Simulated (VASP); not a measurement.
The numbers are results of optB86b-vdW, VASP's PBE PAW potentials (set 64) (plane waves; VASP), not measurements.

Input for VASP

### INCAR
```
! general
SYSTEM    =  Ni3Si
PREC      =  Accurate
ENCUT     =  520
LREAL     =  .False.
LASPH     =  .True.

! electronic loop
EDIFF     =  1E-6
NELM      =  100
ALGO      =  Normal
LMAXMIX   =  4

! smearing
ISMEAR    =  1
SIGMA     =  0.1

! functional
GGA       =  MK
LUSE_VDW  =  .True.
AGGAC     =  0.0
PARAM1    =  0.1234
PARAM2    =  1.0

! ions
IBRION    =  2
NSW       =  60
ISIF      =  3
EDIFFG    =  -0.02

! output
LWAVE     =  .False.
LCHARG    =  .False.
```

File KPOINTS:
```
Automatic mesh
0
Gamma
8 8 8
0 0 0
```

File POSCAR:
```
Ni3Si
1.0
  3.4628876297   0.0000000000   0.0000000000
  0.0000000000   3.4628876297   0.0000000000
  0.0000000000   0.0000000000   3.4628876297
Si Ni
1 3
Direct
  0.0000000000   0.0000000000   0.0000000000
  0.0000000000   0.5000000000   0.5000000000
  0.5000000000   0.0000000000   0.5000000000
  0.5000000000   0.5000000000   0.0000000000
```

POTCAR, in this order: Si Ni (PBE.64 set). Program: vasp_std.

Problem. What will the output report for the number of irreducible k-points (NKPTS), largest plane-wave count, number of space-group operations, FFT grid (NGX, NGY, NGZ)?

Solution. 
```
Property                                      Result
--------------------------------------  ------------
number of irreducible k-points (NKPTS)            35
largest plane-wave count                        1141
number of space-group operations                  48
FFT grid (NGX, NGY, NGZ)                28 × 28 × 28
```

The compound is Ni3Si in the L1_2 structure. This run relaxes it. Symmetry was kept, so distortions that lower it aren't found. The start is the result of an earlier pass. The run is not spin-polarised, so no magnetic state was tried.
